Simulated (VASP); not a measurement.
Data:

```yaml
crystal:
  lattice:
    - [0.00000, 1.77732, 1.77732]
    - [1.77732, 0.00000, 1.77732]
    - [1.77732, 1.77732, 0.00000]
  atoms:
    - { symbol: C, position: [0.00000, 0.00000, 0.00000] }
    - { symbol: C, position: [0.25000, 0.25000, 0.25000] }
```

Calculation: PBEsol GGA, VASP's PBE PAW potentials (set 64) (plane waves; VASP). Settings: 620 eV cut-off, 13×13×13 Γ-centred mesh, Gaussian smearing of 0.050 eV, potentials C.

Q: Predict the energy per atom (σ→0).

A: 
The energy per atom (σ→0) comes out as -9.628 eV/atom.

Only differences to runs with the same potentials and settings are physical.

The compound is C in the diamond structure. It was relaxed first.
